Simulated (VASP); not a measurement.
# ZnGa3Bi (Pm-3m) in VASP: notebook

One crystal, ZnGa3Bi, is run at these levels: optPBE-vdW, rev-vdW-DF2; tasks: band structure, electric field gradients.

Program: VASP 6.6.1. These are calculated values, not measurements. Logs are shortened: lines on timing, memory, paths and dates and some standing lists are left out, and cuts for length are marked.

## 1. The crystal as given

Symmetry: Pm-3m, No. 221, cubic system. Conventional cell: a = 4.711 Å, b = 4.711 Å, c = 4.711 Å, α = 90.00°, β = 90.00°, γ = 90.00°. Zn (site symmetry m-3m) has 6 Ga at 2.36 Å as nearest neighbours. Around Ga (site symmetry 4/mmm) lie 2 Zn at 2.36 Å. Bi (site symmetry m-3m) has 12 Ga at 3.33 Å as nearest neighbours.

The cell was built by a generator and needn't be a form met in nature.

## 2. Band structure, optPBE-vdW

File run.py:

```python
from ase.calculators.vasp import Vasp
from ase.dft.bandgap import bandgap
from ase.io import read

atoms = read('ZnGa3Bi.cif')
calc = Vasp(
    directory='calc',
    xc='optpbe-vdw',
    pp='PBE',
    setups='recommended',
    prec='Accurate',
    encut=520,
    ediff=1e-07,
    ismear=1,
    sigma=0.2,
    lreal=False,
    lasph=True,
    nelm=100,
    algo='Fast',
    isif=2,
    lwave=False,
    lcharg=True,
    kpts=[6, 6, 6],
    gamma=True,
)
atoms.calc = calc

print('energy (eV):', atoms.get_potential_energy())
print('free energy (eV):', atoms.get_potential_energy(force_consistent=True))
efermi = calc.get_fermi_level()
print('Fermi level (eV):', efermi)
path = atoms.cell.bandpath(npoints=60, eps=1e-4)
print('path:', path.path)
calc.set(kpts=path.kpts, reciprocal=True, icharg=11, isym=0, lcharg=False)
calc.calculate(atoms)
print('gap on the path (eV):', bandgap(calc, efermi=efermi)[0])
print('direct gap on the path (eV):', bandgap(calc, efermi=efermi, direct=True)[0])
```

File ZnGa3Bi.cif:

```cif
data_ZnGa3Bi
_cell_length_a 4.71138671
_cell_length_b 4.71138671
_cell_length_c 4.71138671
_cell_angle_alpha 90.00000000
_cell_angle_beta 90.00000000
_cell_angle_gamma 90.00000000
_space_group_name_H-M_alt 'P1'
_space_group_name_Hall 'P 1'
_space_group_IT_number 1
loop_
_space_group_symop_operation_xyz
'x,y,z'
loop_
_atom_site_label
_atom_site_type_symbol
_atom_site_symmetry_multiplicity
_atom_site_Wyckoff_symbol
_atom_site_fract_x
_atom_site_fract_y
_atom_site_fract_z
_atom_site_occupancy
Zn1 Zn 1 a 0.5000000000 0.5000000000 0.5000000000 1
Ga1 Ga 1 a 0.5000000000 0.5000000000 0.0000000000 1
Ga2 Ga 1 a 0.0000000000 0.5000000000 0.5000000000 1
Ga3 Ga 1 a 0.5000000000 0.0000000000 0.5000000000 1
Bi1 Bi 1 a 0.0000000000 0.0000000000 0.0000000000 1
```

Potentials or basis: VASP PAW PBE potentials, release 64 (Zn, Ga_d, Bi_d).

On the command line:

```
$ python run.py
```

Standard output:

```text
<dir> UserWarning: vdW has been enabled, however no location for the vdw_kernel.bindat file has been specified. Set ASE_VASP_VDW environment variable to copy the vdW kernel.
  warnings.warn(
energy (eV): 5.49182244
free energy (eV): 5.4908688
Fermi level (eV): 5.62296005
path: GXMGRX,MR
gap on the path (eV): 0.0
direct gap on the path (eV): 0.0
```

OUTCAR:

```text
ENCUT = 520.000000
   EDIFF = 1.00e-07
   GGA = OR
   PREC = Accurate
   ICHARG = 11
   ISIF = 2
   ISMEAR = 1
   ISYM = 0
   NELM = 100
   LASPH = .TRUE.
   LREAL = .FALSE.

 ion  position               nearest neighbor table
   1  0.500  0.500  0.500-   2 2.36   3 2.36   4 2.36   2 2.36   4 2.36   3 2.36
   2  0.500  0.500  0.000-   1 2.36   1 2.36   5 3.33   5 3.33   5 3.33   5 3.33
   3  0.000  0.500  0.500-   1 2.36   1 2.36   5 3.33   5 3.33   5 3.33   5 3.33
   4  0.500  0.000  0.500-   1 2.36   1 2.36   5 3.33   5 3.33   5 3.33   5 3.33
   5  0.000  0.000  0.000-   2 3.33   3 3.33   4 3.33   3 3.33   4 3.33   2 3.33   3 3.33   3 3.33
                             2 3.33   4 3.33   4 3.33   2 3.33

IMPORTANT INFORMATION: All symmetrisations will be switched off!
NOSYMM: (Re-)initialisation of all symmetry stuff for point group C_1.

----------------------------------------------------------------------------------------

                                     Primitive cell

  volume of cell :     104.5794

  direct lattice vectors                    reciprocal lattice vectors
     4.711386710  0.000000000  0.000000000     0.212251734  0.000000000  0.000000000
     0.000000000  4.711386710  0.000000000     0.000000000  0.212251734  0.000000000
     0.000000000  0.000000000  4.711386710     0.000000000  0.000000000  0.212251734

  length of vectors
     4.711386710  4.711386710  4.711386710     0.212251734  0.212251734  0.212251734

  position of ions in fractional coordinates (direct lattice)
     0.500000000  0.500000000  0.500000000
     0.500000000  0.500000000  0.000000000
     0.000000000  0.500000000  0.500000000
     0.500000000  0.000000000  0.500000000
     0.000000000  0.000000000  0.000000000
[... 95 lines left out ...]
 non-spin polarized calculation
 RMM-DIIS sequential band-by-band and
 Methfessel and Paxton  Order N= 1 SIGMA  =   0.20
  energy-cutoff  :      520.00
  volume of cell :      104.58
 maximum number of plane-waves:      2849
 NGX is ok and might be reduce to    36

 number of electron      65.9999952 magnetization

 Free energy of the ion-electron system (eV)
  ---------------------------------------------------
  ext. energy  EPLUGINS =         0.00000000
  ---------------------------------------------------
  free energy    TOTEN  =         3.60037293 eV

  energy without entropy =        3.60165887  energy(sigma->0) =        3.60080158

 E-fermi :   5.4106     XC(G=0): -10.6622

 val. band max:        5.4074831301   @ k =   0.5000   0.5000   0.0625
 cond. band min:       5.4430136337   @ k =   0.5000   0.5000   0.0000
 fundamental gap:      0.0355305036
 Fermi energy:         5.4106443274

 k-point     1 :       0.0000    0.0000    0.0000
  band No.  band energies     occupation
      1     -16.7748      2.00000
      2     -16.7748      2.00000
      3     -16.7731      2.00000
      4     -16.7731      2.00000
      5     -16.7731      2.00000
      6      -9.7840      2.00000
[... 997 lines left out ...]
     38       8.7021     -0.00000
     39       9.4186      0.00000

 [... further k-points ...]

------------------------ aborting loop because EDIFF is reached ----------------------------------------

  FORCE on cell =-STRESS in cart. coord.  units (eV):
  Direction    XX          YY          ZZ          XY          YZ          ZX
  --------------------------------------------------------------------------------------
  -------------------------------------------------------------------------------------
  Total        2.9775214      0.6270315     17.4398832      3.0179606      1.3238661      2.0077655
  in kB       45.6162115      9.6062462    267.1824305     46.2357480     20.2818877     30.7593615
  external PRESSURE =     107.4682961 kB  Pullay stress =       0.0000000 kB

 VOLUME and BASIS-vectors are now :
 -----------------------------------------------------------------------------
  energy-cutoff  :      520.00
  volume of cell :      104.58
      direct lattice vectors                 reciprocal lattice vectors
     4.711386710  0.000000000  0.000000000     0.212251734  0.000000000  0.000000000
     0.000000000  4.711386710  0.000000000     0.000000000  0.212251734  0.000000000
     0.000000000  0.000000000  4.711386710     0.000000000  0.000000000  0.212251734

 POSITION                                       TOTAL-FORCE (eV/Angst)
 -----------------------------------------------------------------------------------
      2.35569      2.35569      2.35569         0.000000     -0.000000      0.000000
      2.35569      2.35569      0.00000         0.000003     -0.000000     -0.000001
      0.00000      2.35569      2.35569         0.000003     -0.000000     -0.000000
      2.35569      0.00000      2.35569         0.000003     -0.000001     -0.000000
      0.00000      0.00000      0.00000        -0.000009      0.000002      0.000001
 -----------------------------------------------------------------------------------
    total drift:                               -0.000005      0.000006     -0.000002

  FREE ENERGIE OF THE ION-ELECTRON SYSTEM (eV)
  ---------------------------------------------------
  free  energy   TOTEN  =         3.6003729306 eV

  energy  without entropy=        3.6016588744  energy(sigma->0) =        3.60080158

Total vdW correction in eV:     12.7806159
```

INCAR:

```text
AGGAC = 0.000000
ENCUT = 520.000000
SIGMA = 0.200000
EDIFF = 1.00e-07
ALGO = Fast
GGA = OR
PREC = Accurate
ICHARG = 11
ISIF = 2
ISMEAR = 1
ISYM = 0
NELM = 100
LASPH = .TRUE.
LCHARG = .FALSE.
LUSE_VDW = .TRUE.
LWAVE = .FALSE.
LREAL = .FALSE.
```

It took 8.7 min on 1 thread of AMD EPYC 7R43 (Zen 3), shared host; peak memory 0.59 GiB.

Results:

```
Band gap along the path : none (metal or under the smearing width)
```

Levels at the corners of the path, in eV from the Fermi level:
```csv
point,band 29,band 30,band 31,band 32,band 33,band 34,band 35,band 36,band 37,band 38
Γ,-3.59,-3.59,-3.28,-3.28,0.99,0.99,0.99,3.01,3.12,3.12
X,-2.96,-2.11,-2.11,-1.50,-1.36,-1.36,1.01,3.19,3.44,3.91
M,-7.14,-1.23,-1.04,-0.50,-0.50,-0.26,-0.18,1.32,1.32,5.14
Γ,-3.59,-3.59,-3.28,-3.28,0.99,0.99,0.99,3.01,3.12,3.12
R,-6.22,-6.22,-3.79,-3.79,-3.79,5.83,5.84,5.88,6.29,6.35
X,-2.96,-2.11,-2.11,-1.50,-1.36,-1.36,1.01,3.19,3.46,3.92
M,-7.14,-1.23,-1.04,-0.50,-0.50,-0.26,-0.18,1.32,1.32,5.14
R,-6.22,-6.22,-3.79,-3.79,-3.79,5.83,5.83,5.85,6.29,6.33
```

Caveat: the log is that of the step along the path at fixed density, whose energy, stress, charges and moments have no meaning; the PAW data sets were made with another functional, which shifts forces and pressure a little; spin-orbit coupling is left out, which moves the levels of the heavy elements.

## 3. Electric field gradients, rev-vdW-DF2

File INCAR:

```
PREC = Accurate
ENCUT = 520
EDIFF = 1E-8
ISMEAR = 0
SIGMA = 0.1
LREAL = F
LASPH = T
NELM = 80
ALGO = Normal
ISIF = 2
LWAVE = F
LCHARG = F
GGA = MK
LUSE_VDW = T
AGGAC = 0.0
PARAM1 = 0.1234
PARAM2 = 0.711357
ZAB_VDW = -1.8867
LEFG = T
```

File KPOINTS:

```
regular mesh
0
Gamma
  6 6 6
```

File POSCAR:

```
ZnGa3Bi
4.7114
    0.999997179182      0.000000000000      0.000000000000
    0.000000000000      0.999997179182      0.000000000000
    0.000000000000      0.000000000000      0.999997179182
Zn Ga Bi
1 3 1
Direct
    0.5000000000      0.5000000000      0.5000000000
    0.5000000000      0.5000000000      0.0000000000
    0.0000000000      0.5000000000      0.5000000000
    0.5000000000      0.0000000000      0.5000000000
    0.0000000000      0.0000000000      0.0000000000
```

Potentials or basis: VASP PAW PBE potentials, release 54 (Zn, Ga_d, Bi_d).

On the command line:

```
$ cat potpaw_PBE.54/Zn/POTCAR potpaw_PBE.54/Ga_d/POTCAR potpaw_PBE.54/Bi_d/POTCAR > POTCAR
$ mpirun -np 1 vasp_std > vasp.out
```

OUTCAR:

```text
PREC = Accurate
   ENCUT = 520
   EDIFF = 1E-8
   ISMEAR = 0
   LREAL = F
   LASPH = T
   NELM = 80
   ISIF = 2
   GGA = MK

 ion  position               nearest neighbor table
   1  0.500  0.500  0.500-   2 2.36   3 2.36   4 2.36   2 2.36   4 2.36   3 2.36
   2  0.500  0.500  0.000-   1 2.36   1 2.36   5 3.33   5 3.33   5 3.33   5 3.33
   3  0.000  0.500  0.500-   1 2.36   1 2.36   5 3.33   5 3.33   5 3.33   5 3.33
   4  0.500  0.000  0.500-   1 2.36   1 2.36   5 3.33   5 3.33   5 3.33   5 3.33
   5  0.000  0.000  0.000-   2 3.33   3 3.33   4 3.33   3 3.33   4 3.33   2 3.33   3 3.33   3 3.33
                             2 3.33   4 3.33   4 3.33   2 3.33

  LATTYP: Found a simple cubic cell.
 ALAT       =     4.7113867100

  Lattice vectors:

 A1 = (   4.7113867100,   0.0000000000,   0.0000000000)
 A2 = (   0.0000000000,   4.7113867100,   0.0000000000)
 A3 = (   0.0000000000,   0.0000000000,   4.7113867100)

Analysis of symmetry for initial positions (statically):
=====================================================================
 Subroutine PRICEL returns:
 Original cell was already a primitive cell.

 Routine SETGRP: Setting up the symmetry group for a
 simple cubic supercell.

 Subroutine GETGRP returns: Found 48 space group operations
 (whereof 48 operations were pure point group operations)
 out of a pool of 48 trial point group operations.

The static configuration has the point symmetry O_h .

Analysis of symmetry for dynamics (positions and initial velocities):
=====================================================================
 Subroutine PRICEL returns:
 Original cell was already a primitive cell.
[... 1013 lines left out ...]
  -------------------------------------------------------------------------------------
  Total        4.4413780      4.4413780      4.4413780      0.0000000      0.0000000     -0.0000000
  in kB       68.0427817     68.0427817     68.0427817      0.0000000      0.0000000     -0.0000000
  external PRESSURE =      68.0427817 kB  Pullay stress =       0.0000000 kB

 VOLUME and BASIS-vectors are now :
 -----------------------------------------------------------------------------
  energy-cutoff  :      520.00
  volume of cell :      104.58
      direct lattice vectors                 reciprocal lattice vectors
     4.711386710  0.000000000  0.000000000     0.212251734  0.000000000  0.000000000
     0.000000000  4.711386710  0.000000000     0.000000000  0.212251734  0.000000000
     0.000000000  0.000000000  4.711386710     0.000000000  0.000000000  0.212251734

 POSITION                                       TOTAL-FORCE (eV/Angst)
 -----------------------------------------------------------------------------------
      2.35569      2.35569      2.35569         0.000000      0.000000      0.000000
      2.35569      2.35569      0.00000         0.000000      0.000000      0.000000
      0.00000      2.35569      2.35569         0.000000      0.000000      0.000000
      2.35569      0.00000      2.35569         0.000000      0.000000      0.000000
      0.00000      0.00000      0.00000         0.000000      0.000000      0.000000
 -----------------------------------------------------------------------------------
    total drift:                                0.000000      0.000000      0.000000

  FREE ENERGIE OF THE ION-ELECTRON SYSTEM (eV)
  ---------------------------------------------------
  free  energy   TOTEN  =         2.3033231025 eV

  energy  without entropy=        2.3184658881  energy(sigma->0) =        2.31089450

Total vdW correction in eV:     11.7751015

 Electric field gradients (V/A^2)
---------------------------------------------------------------------
 ion       V_xx      V_yy      V_zz      V_xy      V_xz      V_yz
---------------------------------------------------------------------
   1      -0.000    -0.000     0.000    -0.000     0.000     0.000
   2      51.137    51.137  -102.273    -0.000    -0.000     0.000
   3    -102.273    51.137    51.137    -0.000    -0.000    -0.000
   4      51.137  -102.273    51.137     0.000    -0.000    -0.000
   5      -0.000    -0.000     0.000    -0.000    -0.000     0.000
---------------------------------------------------------------------

 Electric field gradients after diagonalization (V/A^2)
 (convention: |V_zz| > |V_xx| > |V_yy|)
----------------------------------------------------------------------
 ion       V_xx      V_yy      V_zz     asymmetry (V_yy - V_xx)/ V_zz
----------------------------------------------------------------------
   1      -0.000    -0.000     0.000       0.056
   2      51.137    51.137  -102.273       0.000
   3      51.137    51.137  -102.273       0.000
   4      51.137    51.137  -102.273       0.000
   5      -0.000    -0.000     0.000       0.207
----------------------------------------------------------------------

           NMR quadrupolar parameters

 Cq : quadrupolar parameter    Cq=e*Q*V_zz/h
 eta: asymmetry parameters     (V_yy - V_xx)/ V_zz
 Q  : nuclear electric quadrupole moment in mb (millibarn)
----------------------------------------------------------------------
 ion       Cq(MHz)       eta       Q (mb)
----------------------------------------------------------------------
   1       0.000       0.056       1.000
   2      -0.247       0.000       1.000
   3      -0.247       0.000       1.000
   4      -0.247       0.000       1.000
   5       0.000       0.207       1.000
----------------------------------------------------------------------
```

stdout:

```text
POSCAR found type information on POSCAR ZnGaBi
 POSCAR found :  3 types and       5 ions
 scaLAPACK will be used
 -----------------------------------------------------------------------------
|                                                                             |
|                                                                             |
|     You have switched on vdW-DFT.                                           |
|     This routine was written and supplied by Jiri Klimes. We recommend      |
|     that you carefully read and cite the following publications:            |
|       J. Klimes, D.R. Bowler, A. Michelides                                 |
|          J. Phys.: Cond Matt. 22 022201 (2010)                              |
[... 16 lines left out ...]
 FFT: planning ... GRIDC
 FFT: planning ... GRID_SOFT
 FFT: planning ... GRID
 WAVECAR not read
 entering main loop
ion   1

ion   2

ion   3

ion   4

ion   5
```

It took 2.8 min on 1 thread of AMD EPYC 7R43 (Zen 3), shared host; peak memory 0.47 GiB.

Results:

```yaml
Free_energy: 2.3033 eV
Pressure: 6.8 GPa
Band_gap_on_the_k_mesh: none (metal or under the smearing width)
```

Levels at points of the mesh, in eV from the Fermi level:
```csv
k point,band 31,band 32,band 33,band 34,band 35,band 36
"(0.00, 0.00, 0.00)",-3.28,-3.28,1.00,1.00,1.00,2.99
"(0.50, 0.00, 0.00)",-2.13,-1.51,-1.36,-1.36,0.97,3.21
"(0.50, 0.50, 0.00)",-1.03,-0.50,-0.50,-0.29,-0.18,1.30
"(0.50, 0.50, 0.50)",-3.81,-3.81,-3.81,5.85,5.85,5.85
```

Electric field gradients, principal values (V/Å²):
| atom | Vxx | Vyy | Vzz |
| --- | --- | --- | --- |
| 1 Zn | 0.000 | 0.000 | 0.000 |
| 2 Ga | 51.137 | 51.137 | -102.273 |
| 3 Ga | 51.137 | 51.137 | -102.273 |
| 4 Ga | 51.137 | 51.137 | -102.273 |
| 5 Bi | 0.000 | 0.000 | 0.000 |

Caveat: the PAW data sets were made with another functional, which shifts forces and pressure a little; spin-orbit coupling is left out, which moves the levels of the heavy elements.

## 4. The reference run

An earlier run on the cell as given: functional PBE; potentials or basis VASP PAW PBE potentials, release 64 (Zn, Ga_d, Bi_d); cutoff 520 eV; k mesh 6 × 6 × 6; occupations fermi-dirac, width 0.05 eV; no spin polarisation.

* Pressure: 8.0 GPa
* Band gap on the k mesh: none (metal or under the smearing width)

## 5. The runs side by side

```tsv
task	level	potentials or basis	smearing	gap on the mesh (eV)	pressure (GPa)
band structure	optPBE-vdW	VASP PAW PBE potentials, release 64 (Zn, Ga_d, Bi_d)	methfessel-paxton 0.2 eV	-	-
electric field gradients	rev-vdW-DF2	VASP PAW PBE potentials, release 54 (Zn, Ga_d, Bi_d)	gaussian 0.1 eV	none	6.8
single point	PBE	VASP PAW PBE potentials, release 64 (Zn, Ga_d, Bi_d)	fermi-dirac 0.05 eV	none	8.0
```

Alike in all rows: no spin polarisation; cell as given; k mesh 6 × 6 × 6; cutoff (eV) 520.

Caveats: spin-orbit coupling is left out, which moves the levels of the heavy elements; the PAW data sets were made with another functional, which shifts forces and pressure a little (some runs).

Total energies depend on the potentials used, so only differences within one code and one set of settings carry meaning.
